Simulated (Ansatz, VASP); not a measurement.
# Cross-check of Hf11Ti19O60 (amorphous 37HfO2-63TiO2 (mol %)) between VASP and Ansatz

Aim: how closely do two programs agree when they are given the same cell, functional and k mesh? Of the first pair: The structure shown is the start of the Ansatz relaxation below; VASP solves that cell, so the two are compared at the walk's first step.

Method: plane waves, with VASP 6.6.1 beside it; single point at PBEsol, in Ansatz 0.2.0.

## Step 1: The starting structure

The cell holds 90 atoms: 11 Hf, 19 Ti and 60 O. Cell: a = 10.208 Å, b = 9.656 Å, c = 10.511 Å, α = 90.8°, β = 89.2°, γ = 92.3°. As first built, before any earlier steps moved the atoms (in the runner's words): 90 atoms (11 Zr, 19 Ti, 60 O) placed at random at 4.16 g/cm^3, melted at 5000 K for 10 ps at fixed volume with the Morse and Coulomb pair potential with partial charges (Pedone, Malavasi, Menziani, Cormack and Segre, J. Phys. Chem. B 110, 11780 (2006)). Quenched from 5000 K to 300 K at 200 K/ps and fixed volume, held 10 ps at zero pressure, then minimised at fixed cell. Then Zr was replaced by Hf and the cell scaled by 1.008 (the potential has no terms for the new elements, so the cell is a start for a DFT relaxation).

## Step 2: Ansatz: relaxation, PBEsol

Ansatz runs on its default PAW (the set named soft_2) files.

The two programs are compared at the cell with which this relaxation starts, whose forces are those of its first step.

Contents of input.yaml:

```yaml
crystal:
  lattice:
    - [10.20571, -0.1961, 0.06807]
    - [-0.1961, 9.65344, -0.06798]
    - [0.06807, -0.06798, 10.51062]
  atoms:
    - { symbol: Hf, position: [0.84732, 0.27779, 0.45231] }
    - { symbol: Hf, position: [0.08805, 0.18379, 0.64648] }
    - { symbol: Hf, position: [0.27221, 0.36192, 0.14905] }
    - { symbol: Hf, position: [0.82612, 0.96523, 0.65032] }
    - { symbol: Hf, position: [0.01505, 0.13468, 0.16302] }
    - { symbol: Hf, position: [0.90839, 0.3958, 0.90835] }
    - { symbol: Hf, position: [0.04162, 0.75443, 0.71394] }
    - { symbol: Hf, position: [0.28687, 0.7001, 0.24681] }
    - { symbol: Hf, position: [0.35931, 0.02073, 0.12548] }
    - { symbol: Hf, position: [0.70864, 0.5992, 0.67444] }
    - { symbol: Hf, position: [0.75953, 0.09176, 0.96366] }
    - { symbol: Ti, position: [0.56484, 0.30367, 0.0573] }
    - { symbol: Ti, position: [0.58411, 0.76311, 0.42635] }
    - { symbol: Ti, position: [0.56128, 0.4765, 0.33321] }
    - { symbol: Ti, position: [0.54338, 0.01535, 0.58478] }
    - { symbol: Ti, position: [0.69106, 0.74792, 0.11309] }
    - { symbol: Ti, position: [0.10233, 0.01485, 0.90277] }
    - { symbol: Ti, position: [0.41633, 0.40308, 0.62401] }
    - { symbol: Ti, position: [0.40624, 0.13459, 0.84769] }
    - { symbol: Ti, position: [0.17005, 0.47443, 0.74319] }
    - { symbol: Ti, position: [0.30982, 0.09559, 0.39903] }
    - { symbol: Ti, position: [0.01148, 0.68796, 0.02049] }
    - { symbol: Ti, position: [0.08709, 0.51874, 0.42989] }
    - { symbol: Ti, position: [0.37917, 0.76251, 0.68058] }
    - { symbol: Ti, position: [0.09971, 0.89763, 0.42377] }
    - { symbol: Ti, position: [0.84081, 0.45248, 0.2203] }
    - { symbol: Ti, position: [0.67852, 0.0367, 0.24796] }
    - { symbol: Ti, position: [0.41531, 0.58495, 0.95034] }
    - { symbol: Ti, position: [0.55973, 0.85485, 0.88262] }
    - { symbol: Ti, position: [0.67022, 0.2933, 0.73124] }
    - { symbol: O, position: [0.32615, 0.56036, 0.09812] }
    - { symbol: O, position: [0.91821, 0.12992, 0.56332] }
    - { symbol: O, position: [0.46466, 0.64734, 0.3307] }
    - { symbol: O, position: [0.47066, 0.10625, 0.45764] }
    - { symbol: O, position: [0.24188, 0.33166, 0.6366] }
    - { symbol: O, position: [0.27122, 0.18875, 0.25682] }
    - { symbol: O, position: [0.81564, 0.22807, 0.81969] }
    - { symbol: O, position: [0.04217, 0.57944, 0.85567] }
    - { symbol: O, position: [0.42687, 0.98285, 0.94909] }
    - { symbol: O, position: [0.53818, 0.11878, 0.17737] }
    - { symbol: O, position: [0.82266, 0.06402, 0.15003] }
    - { symbol: O, position: [0.56119, 0.45707, 0.718] }
    - { symbol: O, position: [0.98073, 0.85969, 0.54384] }
    - { symbol: O, position: [0.96329, 0.10564, 0.97152] }
    - { symbol: O, position: [0.71173, 0.37974, 0.33953] }
    - { symbol: O, position: [0.4511, 0.8353, 0.52324] }
    - { symbol: O, position: [0.04808, 0.33041, 0.78143] }
    - { symbol: O, position: [0.08609, 0.58064, 0.61398] }
    - { symbol: O, position: [0.75329, 0.30797, 0.05506] }
    - { symbol: O, position: [0.762, 0.38335, 0.59705] }
    - { symbol: O, position: [0.4803, 0.38176, 0.20646] }
    - { symbol: O, position: [0.58113, 0.73564, 0.73142] }
    - { symbol: O, position: [0.34249, 0.57831, 0.64396] }
    - { symbol: O, position: [0.22105, 0.82587, 0.66687] }
    - { symbol: O, position: [0.4616, 0.96731, 0.73399] }
    - { symbol: O, position: [0.18255, 0.06126, 0.51644] }
    - { symbol: O, position: [0.46583, 0.39599, 0.4642] }
    - { symbol: O, position: [0.65725, 0.84543, 0.27692] }
    - { symbol: O, position: [0.59015, 0.18861, 0.90377] }
    - { symbol: O, position: [0.68351, 0.12361, 0.64153] }
    - { symbol: O, position: [0.93142, 0.5115, 0.07212] }
    - { symbol: O, position: [0.7351, 0.1167, 0.38433] }
    - { symbol: O, position: [0.29556, 0.47319, 0.86124] }
    - { symbol: O, position: [0.04019, 0.34278, 0.49506] }
    - { symbol: O, position: [0.12253, 0.7171, 0.1383] }
    - { symbol: O, position: [0.10499, 0.30483, 0.08348] }
    - { symbol: O, position: [0.39185, 0.82464, 0.13689] }
    - { symbol: O, position: [0.58488, 0.69313, 0.97862] }
    - { symbol: O, position: [0.92554, 0.28645, 0.26631] }
    - { symbol: O, position: [0.65755, 0.61394, 0.48435] }
    - { symbol: O, position: [0.22694, 0.1173, 0.80799] }
    - { symbol: O, position: [0.29019, 0.93155, 0.3235] }
    - { symbol: O, position: [0.85655, 0.76686, 0.06396] }
    - { symbol: O, position: [0.77892, 0.48957, 0.82033] }
    - { symbol: O, position: [0.4701, 0.22808, 0.70114] }
    - { symbol: O, position: [0.21133, 0.48126, 0.30624] }
    - { symbol: O, position: [0.69622, 0.5789, 0.19957] }
    - { symbol: O, position: [0.37342, 0.22665, 0.01819] }
    - { symbol: O, position: [0.93505, 0.53746, 0.34991] }
    - { symbol: O, position: [0.16969, 0.02424, 0.06767] }
    - { symbol: O, position: [0.03166, 0.99493, 0.30358] }
    - { symbol: O, position: [0.64844, 0.92604, 0.03752] }
    - { symbol: O, position: [0.00808, 0.00423, 0.74389] }
    - { symbol: O, position: [0.5307, 0.44549, 0.96806] }
    - { symbol: O, position: [0.72391, 0.95173, 0.82066] }
    - { symbol: O, position: [0.84575, 0.75019, 0.70617] }
    - { symbol: O, position: [0.68316, 0.89697, 0.53079] }
    - { symbol: O, position: [0.15299, 0.71694, 0.39623] }
    - { symbol: O, position: [0.38189, 0.74267, 0.86013] }
    - { symbol: O, position: [0.07311, 0.82626, 0.89965] }
kpoints:
  mp_grid: { grid: [1, 1, 1] }
hamiltonian:
  xc: pbesol
scf:
  occupations: { method: fermi_dirac, width: 0.05 }
output:
  forces: true
  eigenvalues: true
  stress: true
relax:
  f_tol: 0.05
  max_steps: 70
```

Started as:

```bash
> ansatz run input.yaml --threads 4 --pin off --max-ram 8192MiB --backend cpu --events-out ev --progress --plain --runs-dir out
```

Numbers of over 12 decimals in the logs are rounded to 6 here.

Output:

```text
Warning: output.stress: scf.convergence.dr2_threshold = 1e-7 eV (the SCF's general default) is looser than the 9e-9 eV advised for a printed stress (1e-10 eV for each atom of the cell: 90). What an SCF threshold leaves in a stress goes as its square root, and in the free energy as the threshold itself, and one threshold admits the most on a small cell: [figures from the program's tests cut] Every solve of this run an [...]
Engine: ansatz 0.2.0, x86_64-unknown-linux-gnu
Pseudopotentials: kind: paw
Pseudopotential: Hf, paw, valence charge 26, recommended cutoff 420 eV (normal), Hf.paw.azcp
Pseudopotential: Ti, paw, valence charge 12, recommended cutoff 420 eV (normal), Ti.paw.azcp
Pseudopotential: O, paw, valence charge 6, recommended cutoff 420 eV (normal), O.paw.azcp
Functional definition: PBEsol
  exchange = pbesol_x
  correlation = pbesol_c
Crystal: 90 atoms, lattice volume = 1035.014 Å³
Basis set: ecut = 420 eV, 20199 PW (Γ), exchange–correlation on 144×144×144 points (8 copies of the dense FFT grid, shifted against one another)
Bands: 527, of which v1, the nominal top of the filled ones, is band 437 counted from 1 (436 counted from 0)
Symmetry: 1 space group operations
Space group: P1 (ITA 1), of the structure as read, at distance tolerance 1.0e-4 Å
k-points: 1
Non-local potential: Hf, projectors of the file, l = 0: 3, l = 1: 2, l = 2: 2, l = 3: 3
Non-local potential: Ti, projectors of the file, l = 0: 3, l = 1: 2, l = 2: 3, l = 3: 1
Non-local potential: O, projectors of the file, l = 0: 2, l = 1: 2, l = 2: 1
PAW form: soft (Blöchl's): semilocal exchange-correlation on the pseudo side does not see the compensation charge
PAW frozen core: Hf, regenerated for the run's functional, and the local potential with it (the file was generated under x = pbe(κ = 0.804, μ = 0.219515), c = pbe(β = 0.066725))
PAW frozen core: Ti, regenerated for the run's functional, and the local potential with it (the file was generated under x = pbe(κ = 0.804, μ = 0.219515), c = pbe(β = 0.066725))
PAW frozen core: O, regenerated for the run's functional, and the local potential with it (the file was generated under x = pbe(κ = 0.804, μ = 0.219515), c = pbe(β = 0.066725))
PAW one-centre angular grid: Hf, 590 points (default); XC on 64 Gauss nodes
PAW one-centre angular grid: Ti, 590 points (default); XC on 64 Gauss nodes
PAW one-centre angular grid: O, 110 points (default); XC on 64 Gauss nodes
Initial density: superposition of atomic densities (neutral atoms: chi_scale 0, normalization atom), corrected by the library's trained network
Initial wavefunctions: pseudopotential atomic-orbital guess
Functional: x = pbesol(κ = 0.804, μ = 0.123457), c = pbesol(β = 0.046)
SCF iter   1: F=—  HF=-252362.687520 eV  |F-HF|=—  |Δ(HF+E_count)|=         —  Δρ=1.77e-2  dr2=2.80e0  ethr=1.77e-3  ⟨swp⟩=4.0  Hψ=1716  notcnv=0  defer=30
preconditioner: auto → Resta (q_TF=auto, 2.652 Å⁻¹)  ε∞=4.8  [insulator: Δε(μ)=2.700 eV  Ē_g=16.820 eV  σ=0.050 eV  W_gap=1.00  n_scr=322 (ndim 8)  ℏωp=32.9 eV  f_vac=0.098  D(μ)=0.00/eV (n_scr^D=0)  ε∞_Penn≈4.8]
SCF iter   2: F=—  HF=-252362.144107 eV  |F-HF|=—  |Δ(HF+E_count)|=   5.43e-1  Δρ=7.52e-3  dr2=5.90e-1  ethr=3.20e-4  ⟨swp⟩=2.0  Hψ=925  notcnv=0  defer=78
SCF iter   3: F=—  HF=-252362.048080 eV  |F-HF|=—  |Δ(HF+E_count)|=   9.60e-2  Δρ=2.50e-3  dr2=5.88e-2  ethr=6.75e-5  ⟨swp⟩=3.0  Hψ=726  notcnv=0  defer=78
SCF iter   4: F=—  HF=-252362.043966 eV  |F-HF|=—  |Δ(HF+E_count)|=   4.11e-3  Δρ=1.03e-3  dr2=9.18e-3  ethr=6.73e-6  ⟨swp⟩=2.0  Hψ=705  notcnv=0  defer=78
SCF iter   5: F=—  HF=-252362.044278 eV  |F-HF|=—  |Δ(HF+E_count)|=   3.12e-4  Δρ=5.11e-4  dr2=2.90e-3  ethr=1.05e-6  ⟨swp⟩=2.0  Hψ=750  notcnv=0  defer=78
SCF iter   6: F=—  HF=-252362.044043 eV  |F-HF|=—  |Δ(HF+E_count)|=   2.35e-4  Δρ=1.42e-4  dr2=2.24e-4  ethr=3.31e-7  ⟨swp⟩=2.0  Hψ=843  notcnv=0  defer=78
SCF iter   7: F=—  HF=-252362.044101 eV  |F-HF|=—  |Δ(HF+E_count)|=   5.84e-5  Δρ=9.28e-5  dr2=9.39e-5  ethr=2.56e-8  ⟨swp⟩=2.0  Hψ=863  notcnv=0  defer=78
[...]
--- Relaxed structure (10 steps of the walk, 8 accepted, 0 SCFs on fresh bases) ---
  F+E_penalty+E_count = -252362.41951948 eV   max|allowed force component| = 1.883e-2 eV/Å
  atoms:
    - { symbol: Hf, position: [0.848911, 0.280286, 0.453175] }
    - { symbol: Hf, position: [0.090003, 0.183048, 0.644925] }
    - { symbol: Hf, position: [0.264791, 0.363396, 0.137637] }
    - { symbol: Hf, position: [0.825763, 0.965181, 0.651285] }
    - { symbol: Hf, position: [0.019763, 0.133237, 0.165401] }
    - { symbol: Hf, position: [0.918147, 0.390770, 0.916368] }
    - { symbol: Hf, position: [0.041923, 0.753320, 0.714475] }
    - { symbol: Hf, position: [0.287298, 0.699821, 0.247066] }
    - { symbol: Hf, position: [0.361498, 0.017136, 0.124936] }
    - { symbol: Hf, position: [0.711219, 0.596673, 0.677446] }
    - { symbol: Hf, position: [0.760603, 0.089950, 0.967912] }
    - { symbol: Ti, position: [0.564577, 0.304164, 0.063055] }
    - { symbol: Ti, position: [0.585559, 0.763522, 0.428876] }
    - { symbol: Ti, position: [0.558610, 0.476366, 0.332626] }
    - { symbol: Ti, position: [0.542021, 0.025067, 0.581855] }
    - { symbol: Ti, position: [0.689613, 0.748879, 0.111123] }
    - { symbol: Ti, position: [0.105555, 0.013997, 0.901642] }
    - { symbol: Ti, position: [0.418059, 0.403928, 0.626024] }
    - { symbol: Ti, position: [0.407833, 0.136320, 0.845565] }
    - { symbol: Ti, position: [0.172408, 0.474012, 0.743329] }
    - { symbol: Ti, position: [0.305561, 0.102516, 0.394013] }
    - { symbol: Ti, position: [0.012595, 0.692067, 0.023115] }
    - { symbol: Ti, position: [0.086085, 0.517314, 0.428846] }
    - { symbol: Ti, position: [0.378172, 0.765964, 0.675569] }
    - { symbol: Ti, position: [0.099926, 0.894686, 0.427198] }
    - { symbol: Ti, position: [0.836663, 0.449051, 0.218774] }
    - { symbol: Ti, position: [0.677949, 0.036210, 0.251637] }
    - { symbol: Ti, position: [0.416034, 0.586042, 0.946567] }
    - { symbol: Ti, position: [0.558838, 0.855691, 0.878876] }
    - { symbol: Ti, position: [0.675318, 0.295473, 0.737588] }
    - { symbol: O, position: [0.318836, 0.563898, 0.091748] }
    - { symbol: O, position: [0.919857, 0.127755, 0.560700] }
    - { symbol: O, position: [0.463018, 0.647244, 0.333186] }
    - { symbol: O, position: [0.468525, 0.114257, 0.451501] }
    - { symbol: O, position: [0.244763, 0.330207, 0.633459] }
    - { symbol: O, position: [0.247514, 0.192357, 0.252512] }
    - { symbol: O, position: [0.821400, 0.224405, 0.822887] }
    - { symbol: O, position: [0.049179, 0.576774, 0.860061] }
    - { symbol: O, position: [0.425364, 0.981872, 0.946274] }
    - { symbol: O, position: [0.535595, 0.121732, 0.181748] }
    - { symbol: O, position: [0.824481, 0.061725, 0.155285] }
    - { symbol: O, position: [0.561513, 0.458138, 0.726667] }
    - { symbol: O, position: [0.975081, 0.853964, 0.543001] }
    - { symbol: O, position: [0.963761, 0.098450, 0.973816] }
    - { symbol: O, position: [0.707314, 0.372935, 0.336533] }
    - { symbol: O, position: [0.448586, 0.842591, 0.518724] }
    - { symbol: O, position: [0.051289, 0.328536, 0.781364] }
    - { symbol: O, position: [0.083519, 0.577717, 0.614612] }
    - { symbol: O, position: [0.757632, 0.307946, 0.061361] }
    - { symbol: O, position: [0.764198, 0.387492, 0.598401] }
    - { symbol: O, position: [0.470063, 0.382025, 0.208125] }
    - { symbol: O, position: [0.578627, 0.736937, 0.726335] }
    - { symbol: O, position: [0.340338, 0.579702, 0.641999] }
    - { symbol: O, position: [0.218558, 0.829968, 0.659178] }
[...]
- { symbol: O, position: [0.00912331, 0.00119311, 0.743503] }
    - { symbol: O, position: [0.534337, 0.447769, 0.974868] }
    - { symbol: O, position: [0.722213, 0.951107, 0.822853] }
    - { symbol: O, position: [0.845055, 0.750264, 0.714778] }
    - { symbol: O, position: [0.682049, 0.899156, 0.531257] }
    - { symbol: O, position: [0.156271, 0.714601, 0.400538] }
    - { symbol: O, position: [0.377100, 0.742741, 0.857196] }
    - { symbol: O, position: [0.081365, 0.824198, 0.899352] }
```

(Part 1 of 4 ends here.)

[Lines on the potential files, build, host, timing and source positions are cut from VASP's logs without a mark.]

[Logs are printed without paths, hosts, clocks, repeated set-up lines and the standing remarks that a program may print on its own settings, such as how far it seeks lower states.]

[Hosts, paths, dates, database ids (printed as entryN), source tags and the programs' standing remarks are cut or masked in the printed files.]
